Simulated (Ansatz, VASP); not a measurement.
# Cross-check of Zr9Si28O26 (amorphous ZrO2 against Si(100), 6.0 A) between VASP and Ansatz, part 2 of 2

Wanted: the spread between two codes on one cell, functional and k mesh. Of the first pair: The structure shown is the start of the Ansatz relaxation below; VASP solves that cell, so the two are compared at the walk's first step.

VASP 6.6.1 and Ansatz 0.2.0.

So far. Step 4 (Side by side): The forces differ by 22 meV/Å r.m.s., which is 5.3 % of the r.m.s. force of 0.420 eV/Å (both taken over all components).

### Step 5. Ansatz: relaxation, PBE

Level of this step: Ansatz beside VASP: Kohn-Sham DFT, plane waves, PBE (Ansatz).

This run makes the geometry at which the two programs are then compared. The cell compared in this pair holds 1927.51 Å³, against 1943.48 Å³ for the pair before.

The structure compared here is the end of the Ansatz relaxation.

Input file input.yaml:

```yaml
crystal:
  lattice:
    - [10.9, 0.0, 0.0]
    - [0.0, 10.9, 0.0]
    - [0.0, 0.0, 16.35791]
  atoms:
    - { symbol: Si, position: [0.00366, 0.00047, 0.30165] }
    - { symbol: Si, position: [0.09103, 0.06843, 0.0149] }
    - { symbol: Si, position: [0.008, 0.24169, 0.12478] }
    - { symbol: Si, position: [0.12673, 0.36717, 0.21842] }
    - { symbol: Si, position: [0.24403, 0.99521, 0.1334] }
    - { symbol: Si, position: [0.37129, 0.1229, 0.21856] }
    - { symbol: Si, position: [0.25181, 0.24645, 0.30451] }
    - { symbol: Si, position: [0.36015, 0.36575, 0.04355] }
    - { symbol: Si, position: [0.12577, 0.12394, 0.38925] }
    - { symbol: Si, position: [0.00088, 0.2543, 0.47305] }
    - { symbol: Si, position: [0.12898, 0.37827, 0.55799] }
    - { symbol: Si, position: [0.24506, 0.00247, 0.4799] }
    - { symbol: Si, position: [0.42991, 0.17343, 0.58436] }
    - { symbol: Si, position: [0.383, 0.37028, 0.38433] }
    - { symbol: Si, position: [0.00525, 0.49668, 0.30218] }
    - { symbol: Si, position: [0.05369, 0.62859, 0.02347] }
    - { symbol: Si, position: [0.98985, 0.75202, 0.13461] }
    - { symbol: Si, position: [0.12357, 0.8695, 0.21894] }
    - { symbol: Si, position: [0.25036, 0.4876, 0.13385] }
    - { symbol: Si, position: [0.37244, 0.62069, 0.21749] }
    - { symbol: Si, position: [0.24861, 0.74718, 0.30318] }
    - { symbol: Si, position: [0.39644, 0.89154, 0.05911] }
    - { symbol: Si, position: [0.12596, 0.61988, 0.38818] }
    - { symbol: Si, position: [9.0e-05, 0.74857, 0.47641] }
    - { symbol: Si, position: [0.14738, 0.85466, 0.55798] }
    - { symbol: Si, position: [0.26023, 0.49356, 0.46857] }
    - { symbol: Si, position: [0.35985, 0.64454, 0.5519] }
    - { symbol: Si, position: [0.37052, 0.87992, 0.38773] }
    - { symbol: Si, position: [0.49815, 0.00058, 0.30311] }
    - { symbol: Si, position: [0.60321, 0.11974, 0.04965] }
[... 90 atom lines left out ...]
    - { symbol: O, position: [0.71036, 0.72306, 0.56611] }
    - { symbol: O, position: [0.63622, 0.28499, 0.77193] }
    - { symbol: O, position: [0.49615, 0.00465, 0.03002] }
    - { symbol: O, position: [0.67547, 0.54535, 0.95019] }
    - { symbol: O, position: [0.09151, 0.70246, 0.93902] }
    - { symbol: O, position: [0.29545, 0.84262, 0.78543] }
kpoints:
  mp_grid: { grid: [1, 1, 1] }
hamiltonian:
  xc: pbe
scf:
  occupations: { method: fermi_dirac, width: 0.025 }
output:
  forces: true
relax:
  f_tol: 0.08
  max_steps: 90
  cell: { fix: [a, b, alpha, beta, gamma] }
```

Launch:

```console
$ ansatz run input.yaml --threads 8 --pin off --max-ram 15872MiB --backend cpu --events-out ev --progress --plain --runs-dir out
```

Numbers of over 12 decimals in the logs are rounded to 6 here.

The log of the run:

```text
[...]
Crystal: 126 atoms, lattice volume = 1943.483 Å³
Basis set: ecut = 420 eV, 37919 PW (Γ), exchange–correlation on 150×150×240 points (8 copies of the dense FFT grid, shifted against one another)
Bands: 502, of which v1, the nominal top of the filled ones, is band 376 counted from 1 (375 counted from 0)
Symmetry: 1 space group operations
[...]
k-points: 1
[...]
- { symbol: O, position: [0.875072, 0.768902, 0.653938] }
    - { symbol: O, position: [0.562706, 0.687491, 0.060302] }
    - { symbol: O, position: [0.116608, 0.393473, 0.854231] }
    - { symbol: O, position: [0.150527, 0.672864, 0.728096] }
    - { symbol: O, position: [0.939506, 0.361332, 0.737220] }
    - { symbol: O, position: [0.504919, 0.477214, 0.846113] }
    - { symbol: O, position: [0.315023, 0.641824, 0.869132] }
[...]
- { symbol: O, position: [0.505089, -0.006271, 0.026780] }
    - { symbol: O, position: [0.669116, 0.557511, 0.953931] }
    - { symbol: O, position: [0.088568, 0.707252, 0.948032] }
    - { symbol: O, position: [0.305085, 0.847172, 0.792182] }
```

### Step 6. VASP: single point, PBE, relaxed cell, pair 2

The same cell, functional, mesh and smearing now go to VASP, with its own data sets.

Input file INCAR:

```
SYSTEM = Zr9Si28O26
PREC = Accurate
ENCUT = 600
EDIFF = 1E-06
NELM = 120
ISMEAR = -1
SIGMA = 0.025
LREAL = Auto
ALGO = Normal
GGA = PE
NBANDS = 464
LASPH = .TRUE.
LORBIT = 11
LWAVE = .FALSE.
LCHARG = .FALSE.
ISIF = 2
GGA_COMPAT = .FALSE.
EFERMI = MIDGAP
NCORE = 4
```

Input file POSCAR:

```
Zr9Si28O26
1.0
   10.9000000000      0.0000000000      0.0000000000
    0.0000000000     10.9000000000      0.0000000000
    0.0000000000      0.0000000000     16.2234760000
Si Zr O
56 18 52
Direct
    0.0104200000      0.9994000000      0.2961100000
    0.0873800000      0.0703200000      0.0160600000
    0.0150400000      0.2406700000      0.1145900000
    0.1231100000      0.3592700000      0.2165400000
    0.2325700000      0.0019900000      0.1263600000
    0.3622500000      0.1208000000      0.2131700000
    0.2521800000      0.2441500000      0.3052500000
    0.3569200000      0.3617200000      0.0504200000
    0.1258800000      0.1247400000      0.3910100000
    0.9954300000      0.2644100000      0.4608300000
    0.1329600000      0.3562900000      0.5528000000
    0.2495000000      0.9963900000      0.4787000000
    0.4336500000      0.1681000000      0.5831600000
    0.3857900000      0.3665400000      0.3854300000
    0.0052400000      0.4922800000      0.3003800000
    0.0538400000      0.6299400000      0.0319700000
    0.9777600000      0.7604500000      0.1350200000
    0.1284000000      0.8647000000      0.2135900000
    0.2485400000      0.4855200000      0.1393600000
    0.3700800000      0.6204500000      0.2206600000
    0.2427100000      0.7421600000      0.3072300000
    0.3931800000      0.8963900000      0.0672900000
    0.1272000000      0.6077500000      0.3934000000
    0.0060400000      0.7377000000      0.4801600000
    0.1603700000      0.8389300000      0.5578900000
    0.2636200000      0.4838300000      0.4731200000
    0.3702900000      0.6349600000      0.5500100000
    0.3674500000      0.8766700000      0.3850300000
    0.4944600000      0.9956100000      0.2962300000
    0.5975500000      0.1206500000      0.0555500000
[... 90 atom lines left out ...]
    0.6992000000      0.7240500000      0.5773900000
    0.6368100000      0.3000500000      0.7692400000
    0.5050900000      0.9937300000      0.0267800000
    0.6691200000      0.5575100000      0.9539300000
    0.0885700000      0.7072500000      0.9480300000
    0.3050900000      0.8471700000      0.7921800000
```

Input file KPOINTS:

```
Automatic mesh
0
Gamma
1 1 1
0 0 0
```

PAW data sets: Si, Zr_sv and O (PBE family, release 64).

Launch:

```console
$ mpirun -np 16 vasp_gam
```

The log of the run:

```text
[... set-up lines as in an earlier step ...]
 entering main loop
       N       E                     dE             d eps       ncg     rms          rms(c)
DAV:   1     0.817508704408E+04    0.81751E+04   -0.45826E+05   928   0.179E+03
DAV:   2    -0.133961715640E+03   -0.83090E+04   -0.79712E+04  1096   0.433E+02
DAV:   3    -0.102252357279E+04   -0.88856E+03   -0.87969E+03  1208   0.134E+02
DAV:   4    -0.106969489656E+04   -0.47171E+02   -0.46972E+02  1424   0.280E+01
[...]
DAV:  18    -0.937058846554E+03   -0.15179E-04   -0.26223E-05  1032   0.938E-03    0.895E-03
DAV:  19    -0.937058850068E+03   -0.35138E-05   -0.75362E-06  1048   0.496E-03    0.562E-03
DAV:  20    -0.937058850949E+03   -0.88150E-06   -0.37428E-06   840   0.363E-03
   1 F= -.93705885E+03 E0= -.93704375E+03  d E =-.302004E-01
```

Parts of OUTCAR (step 6):

```text
  FREE ENERGIE OF THE ION-ELECTRON SYSTEM (eV)
  ---------------------------------------------------
  free  energy   TOTEN  =      -937.0588509492 eV

  energy  without entropy=     -937.0286505514  energy(sigma->0) =     -937.04375075

[... 1 further part left out ...]
```

The run ends at a pressure of 0.24 GPa, with forces up to 0.12 eV/Å.

### Step 7. Side by side

What differs besides the data sets and the points named for the pairs above, as far as they apply: the cutoff is 420 eV in Ansatz and 600 eV in VASP (PREC = Accurate, projectors in real space). Total energies have different zeros and are not compared.

Both answers:

```csv
quantity,Ansatz,VASP,difference
pressure (GPa),0.26,0.24,+0.03
gap on the k mesh (eV),0.138,0.136,+0.002
```

Forces on 9 of the 126 atoms, those with the largest forces and the largest differences (eV/Å; atoms numbered as in POSCAR):

```csv
atom,"Ansatz x, y, z","VASP x, y, z"
Si8,"-0.028, 0.011, -0.002","-0.015, 0.008, 0.081"
Si11,"0.014, -0.022, -0.029","0.025, -0.031, -0.109"
Si53,"0.002, -0.021, 0.013","-0.027, -0.004, -0.054"
Si55,"-0.006, 0.038, -0.018","0.015, 0.054, -0.077"
Zr58,"-0.033, 0.033, -0.003","-0.024, 0.083, 0.014"
Zr61,"-0.033, -0.043, 0.028","-0.047, -0.089, 0.007"
Zr64,"-0.020, -0.047, 0.078","-0.018, -0.041, 0.081"
Zr67,"-0.031, -0.071, -0.003","-0.060, -0.098, -0.021"
Zr71,"0.013, -0.016, 0.067","0.020, -0.025, 0.097"
```

The forces differ by 18 meV/Å r.m.s., which is 68.2 % of the r.m.s. force of 0.027 eV/Å (both taken over all components). A gap on the mesh is an upper bound, since the band edges may lie between its points.

### Step 8. What came out

| Property | Result |
| --- | --- |
| r.m.s. force difference (single point, PBE, start cell, pair 1) | 5.3 % of the r.m.s. force |
| r.m.s. force difference (single point, PBE, relaxed cell, pair 2) | 18 meV/Å |

What this shows: The r.m.s. force difference is 5.3 % of the r.m.s. force (single point, PBE, start cell, pair 1), beyond the 3 % picked in this series as the mark of a large difference. What causes the difference of the single point, PBE, start cell, pair 1 pair stays open here. What causes the difference of the single point, PBE, relaxed cell, pair 2 pair stays open here. How closely two codes agree says nothing of how well the functional describes the real material.

[Lines on the potential files, build, host, timing and source positions are cut from VASP's logs without a mark.]

[Logs are printed without paths, hosts, clocks, repeated set-up lines and the standing remarks that a program may print on its own settings, such as how far it seeks lower states.]

[Hosts, paths, dates, database ids (printed as entryN), source tags and the programs' standing remarks are cut or masked in the printed files.]
